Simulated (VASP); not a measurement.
Calculation: AM05 GGA, VASP's PBE PAW potentials (set 64) (plane waves; VASP 6.6.1).

VASP ran on this input.

### INCAR
```
SYSTEM = Zn
PREC = Accurate
ENCUT = 520
EDIFF = 1E-7
NELM = 100
ALGO = Normal
LREAL = .FALSE.
LASPH = .TRUE.
ISMEAR = 1
SIGMA = 0.1
GGA = AM
LMAXMIX = 4
LWAVE = .FALSE.
LCHARG = .FALSE.
ISIF = 4
IBRION = 2
NSW = 30
EDIFFG = -0.01
```

### POSCAR
```
Zn
1
    1.3227781125    -2.2911193162     0.0000000000
    1.3227781125     2.2911193162     0.0000000000
    0.0000000000     0.0000000000     4.6414605859
Zn
2
Direct
  0.3333330000   0.6666670000   0.2500000000
  0.6666670000   0.3333330000   0.7500000000
```

KPOINTS:
```
Regular mesh
0
gamma
 16 16 8
0 0 0
```

POTCAR, in this order: Zn (PBE.64 set). Program: vasp_std.

Output of the run:

**OUTCAR**
```
 ion  position               nearest neighbor table
   1  0.333  0.667  0.250-   2 2.78   2 2.78   2 2.78   2 2.78   2 2.78   2 2.78
   2  0.667  0.333  0.750-   1 2.78   1 2.78   1 2.78   1 2.78   1 2.78   1 2.78
  LATTYP: Found a hexagonal cell.
 ALAT       =     2.6455565872
 C/A-ratio  =     1.7544363286
 Subroutine PRICEL returns:
 Original cell was already a primitive cell.
 Subroutine GETGRP returns: Found 24 space group operations
The static configuration has the point symmetry D_3d.
 The point group associated with its full space group is D_6h.
The dynamic configuration has the point symmetry D_3d.
 Subroutine INISYM returns: Found 24 space group operations
 Subroutine IBZKPT returns following result:
 Found    150 irreducible k-points:

 Following reciprocal coordinates:
            Coordinates               Weight
  0.000000  0.000000  0.000000      1.000000
  0.062500 -0.000000  0.000000      6.000000
  0.125000 -0.000000  0.000000      6.000000
  0.187500  0.000000  0.000000      6.000000
  0.250000 -0.000000  0.000000      6.000000
  0.312500  0.000000  0.000000      6.000000
  0.375000  0.000000  0.000000      6.000000
  0.437500  0.000000  0.000000      6.000000
  0.500000 -0.000000  0.000000      3.000000
  0.062500  0.062500  0.000000      6.000000
  0.125000  0.062500  0.000000     12.000000
  0.187500  0.062500  0.000000     12.000000
  0.250000  0.062500  0.000000     12.000000
  0.312500  0.062500  0.000000     12.000000
  0.375000  0.062500  0.000000     12.000000
  0.437500  0.062500  0.000000     12.000000
  0.125000  0.125000  0.000000      6.000000
  0.187500  0.125000  0.000000     12.000000
  0.250000  0.125000  0.000000     12.000000
  0.312500  0.125000  0.000000     12.000000
  0.375000  0.125000  0.000000     12.000000
  0.437500  0.125000  0.000000      6.000000
  0.187500  0.187500  0.000000      6.000000
  0.250000  0.187500  0.000000     12.000000
  0.312500  0.187500  0.000000     12.000000
  0.375000  0.187500  0.000000     12.000000
  0.250000  0.250000  0.000000      6.000000
  0.312500  0.250000  0.000000     12.000000
  0.375000  0.250000  0.000000      6.000000
  0.312500  0.312500  0.000000      6.000000
  0.000000  0.000000  0.125000      2.000000
  0.062500 -0.000000  0.125000     12.000000
  0.125000 -0.000000  0.125000     12.000000
  0.187500  0.000000  0.125000     12.000000
  0.250000 -0.000000  0.125000     12.000000
  0.312500  0.000000  0.125000     12.000000
  0.375000  0.000000  0.125000     12.000000
  0.437500  0.000000  0.125000     12.000000
  0.500000 -0.000000  0.125000      6.000000
  0.062500  0.062500  0.125000     12.000000
   k-points           NKPTS =    150   k-points in BZ     NKDIM =    150   number of bands    NBANDS=     16
   number of dos      NEDOS =    301   number of ions     NIONS =      2
   total plane-waves  NPLWV =  14400
   dimension x,y,z NGX =    20 NGY =   20 NGZ =   36
   dimension x,y,z NGXF=    40 NGYF=   40 NGZF=   72
   ions per type =               2
   PREC   = accura    normal or accurate (medium, high low for compatibility)
   ISTART =      0    job   : 0-new  1-cont  2-samecut
   ICHARG =      2    charge: 1-file 2-atom 10-const
   ISPIN  =      1    spin polarized calculation?
   LNONCOLLINEAR =      F non collinear calculations
   LSORBIT =      F    spin-orbit coupling
   INIWAV =      1    electr: 0-lowe 1-rand  2-diag
   ENCUT  =  520.0 eV  38.22 Ry    6.18 a.u.   4.92  4.92  8.63*2*pi/ulx,y,z
   NELM   =    100;   NELMIN=  2; NELMDL= -5     # of ELM steps
   EDIFF  = 0.1E-06   stopping-criterion for ELM
   LREAL  =      F    real-space projection
...
```

**OSZICAR**
```
       N       E                     dE             d eps       ncg     rms          rms(c)
DAV:   1     0.939929982077E+02    0.93993E+02   -0.12862E+04  4896   0.242E+03
DAV:   2    -0.550304531348E+00   -0.94543E+02   -0.93165E+02  4920   0.301E+02
DAV:   3    -0.304969517525E+01   -0.24994E+01   -0.24957E+01  5776   0.606E+01
DAV:   4    -0.305642441246E+01   -0.67292E-02   -0.67290E-02  5848   0.315E+00
DAV:   5    -0.305643361194E+01   -0.91995E-05   -0.91999E-05  5752   0.953E-02    0.485E+00
DAV:   6    -0.277391887837E+01    0.28251E+00   -0.13661E+00  5000   0.270E+01    0.350E+00
DAV:   7    -0.275981565822E+01    0.14103E-01   -0.43783E-02  6120   0.402E+00    0.181E+00
DAV:   8    -0.275287972321E+01    0.69359E-02   -0.20298E-03  6608   0.762E-01    0.499E-02
DAV:   9    -0.275284601192E+01    0.33711E-04   -0.24672E-04  6864   0.255E-01    0.313E-02
DAV:  10    -0.275284921064E+01   -0.31987E-05   -0.21752E-05  5216   0.502E-02    0.331E-03
DAV:  11    -0.275284909322E+01    0.11742E-06   -0.23940E-07  5136   0.945E-03    0.219E-03
DAV:  12    -0.275284890210E+01    0.19112E-06   -0.63496E-08  3184   0.566E-03    0.204E-04
DAV:  13    -0.275284890524E+01   -0.31346E-08   -0.93898E-09  2944   0.990E-04
   1 F= -.27528489E+01 E0= -.27528660E+01  d E =-.275285E+01
       N       E                     dE             d eps       ncg     rms          rms(c)
DAV:   1    -0.279040244581E+01   -0.37554E-01   -0.68044E-01  5592   0.799E+00    0.113E+00
DAV:   2    -0.276957537045E+01    0.20827E-01   -0.20841E-02  5224   0.285E+00    0.678E-01
DAV:   3    -0.275832822698E+01    0.11247E-01   -0.14270E-02  6752   0.227E+00    0.758E-02
DAV:   4    -0.275845322486E+01   -0.12500E-03   -0.16241E-03  5200   0.477E-01    0.458E-02
DAV:   5    -0.275844851248E+01    0.47124E-05   -0.14758E-05  5672   0.891E-02    0.545E-03
DAV:   6    -0.275844747958E+01    0.10329E-05   -0.14596E-06  6616   0.185E-02    0.121E-03
DAV:   7    -0.275844747109E+01    0.84842E-08   -0.13321E-07  3152   0.486E-03
   2 F= -.27584475E+01 E0= -.27585329E+01  d E =-.559857E-02
       N       E                     dE             d eps       ncg     rms          rms(c)
DAV:   1    -0.281706208424E+01   -0.58615E-01   -0.11595E+00  5632   0.104E+01    0.147E+00
DAV:   2    -0.278136794903E+01    0.35694E-01   -0.36009E-02  5208   0.363E+00    0.881E-01
DAV:   3    -0.276226476561E+01    0.19103E-01   -0.25117E-02  6752   0.289E+00    0.998E-02
DAV:   4    -0.276246738721E+01   -0.20262E-03   -0.26859E-03  5048   0.610E-01    0.629E-02
DAV:   5    -0.276245847949E+01    0.89077E-05   -0.31874E-05  5656   0.107E-01    0.873E-03
DAV:   6    -0.276245606765E+01    0.24118E-05   -0.28933E-06  6456   0.292E-02    0.126E-03
DAV:   7    -0.276245609310E+01   -0.25449E-07   -0.32661E-07  5024   0.696E-03
   3 F= -.27624561E+01 E0= -.27623645E+01  d E =-.960719E-02
       N       E                     dE             d eps       ncg     rms          rms(c)
DAV:   1    -0.297526775133E+01   -0.21281E+00   -0.46418E+00  5640   0.209E+01    0.294E+00
DAV:   2    -0.282789924660E+01    0.14737E+00   -0.15450E-01  5192   0.683E+00    0.176E+00
DAV:   3    -0.275050461559E+01    0.77395E-01   -0.10639E-01  6304   0.529E+00    0.214E-01
DAV:   4    -0.275130061731E+01   -0.79600E-03   -0.10067E-02  5136   0.115E+00    0.139E-01
DAV:   5    -0.275124925774E+01    0.51360E-04   -0.17781E-04  5456   0.169E-01    0.221E-02
DAV:   6    -0.275123532662E+01    0.13931E-04   -0.18099E-05  6496   0.755E-02    0.254E-03
DAV:   7    -0.275123559351E+01   -0.26689E-06   -0.20384E-06  5448   0.169E-02    0.139E-03
DAV:   8    -0.275123561427E+01   -0.20762E-07   -0.12124E-08  2744   0.255E-03
   4 F= -.27512356E+01 E0= -.27511846E+01  d E =0.161329E-02
       N       E                     dE             d eps       ncg     rms          rms(c)
DAV:   1    -0.292039660381E+01   -0.16916E+00   -0.33389E+00  5656   0.177E+01    0.250E+00
DAV:   2    -0.281698250663E+01    0.10341E+00   -0.95541E-02  5248   0.570E+00    0.150E+00
DAV:   3    -0.276234572291E+01    0.54637E-01   -0.70121E-02  6632   0.483E+00    0.170E-01
DAV:   4    -0.276293145797E+01   -0.58574E-03   -0.82380E-03  5136   0.111E+00    0.993E-02
DAV:   5    -0.276291487987E+01    0.16578E-04   -0.77951E-05  5824   0.221E-01    0.150E-02
DAV:   6    -0.276291292489E+01    0.19550E-05   -0.75225E-06  6792   0.526E-02    0.390E-03
DAV:   7    -0.276291300934E+01   -0.84451E-07   -0.11113E-06  5528   0.170E-02    0.171E-03
DAV:   8    -0.276291300515E+01    0.41950E-08   -0.60757E-08  2616   0.451E-03
   5 F= -.27629130E+01 E0= -.27629064E+01  d E =-.100641E-01
       N       E                     dE             d eps       ncg     rms          rms(c)
DAV:   1    -0.276335478361E+01   -0.44177E-03   -0.89523E-03  5608   0.916E-01    0.129E-01
DAV:   2    -0.276308289225E+01    0.27189E-03   -0.26848E-04  5208   0.328E-01    0.776E-02
DAV:   3    -0.276293116220E+01    0.15173E-03   -0.19044E-04  6720   0.255E-01    0.869E-03
DAV:   4    -0.276293301381E+01   -0.18516E-05   -0.21062E-05  5112   0.546E-02    0.511E-03
DAV:   5    -0.276293276703E+01    0.24678E-06   -0.17167E-07  4632   0.124E-02    0.498E-04
DAV:   6    -0.276293277557E+01   -0.85461E-08   -0.20138E-08  2544   0.208E-03
   6 F= -.27629328E+01 E0= -.27629458E+01  d E =-.100839E-01
```

**OUTCAR**
```
------------------------ aborting loop because EDIFF is reached ----------------------------------------
  FORCE on cell =-STRESS in cart. coord.  units (eV):
  Direction    XX          YY          ZZ          XY          YZ          ZX
  --------------------------------------------------------------------------------------
  Total        0.1407095      0.1407095      0.1313283      0.0000000      0.0000000      0.0000000
  in kB        8.0133575      8.0133604      7.4791035      0.0000000      0.0000000      0.0000000
  external PRESSURE =       7.8352738 kB  Pullay stress =       0.0000000 kB
  volume of cell :       28.13
      direct lattice vectors                 reciprocal lattice vectors
     1.304192107 -2.258927394 -0.000000000     0.383379103 -0.221343989 -0.000000000
     1.304192107  2.258927394 -0.000000000     0.383379103  0.221343989 -0.000000000
     0.000000000  0.000000000  4.774693897     0.000000000  0.000000000  0.209437510
 POSITION                                       TOTAL-FORCE (eV/Angst)
 -----------------------------------------------------------------------------------
      1.30419      0.75298      1.19367        -0.000000      0.000000      0.000000
      1.30419     -0.75298      3.58102         0.000000     -0.000000      0.000000
 -----------------------------------------------------------------------------------
    total drift:                                0.000000      0.000064      0.000004
  FREE ENERGIE OF THE ION-ELECTRON SYSTEM (eV)
  ---------------------------------------------------
  free  energy   TOTEN  =        -2.7629327756 eV

  energy  without entropy=       -2.7629717940  energy(sigma->0) =       -2.76294578

 reached required accuracy - stopping structural energy minimisation
```
(Selected blocks of OUTCAR.)

### CONTCAR
```
Zn
   1.00000000000000
     1.3041921065738316   -2.2589273938373857   -0.0000000000000000
     1.3041921065738316    2.2589273938373857   -0.0000000000000000
     0.0000000000000000    0.0000000000000000    4.7746938970120105
  Zn
     2
Direct
     0.3333330000000032    0.6666669999999968    0.2500000000000000
     0.6666669999999968    0.3333330000000032    0.7500000000000000
```

The compound is Zn in the hcp structure. This run relaxes it. Symmetry was kept, so distortions that lower it aren't found.
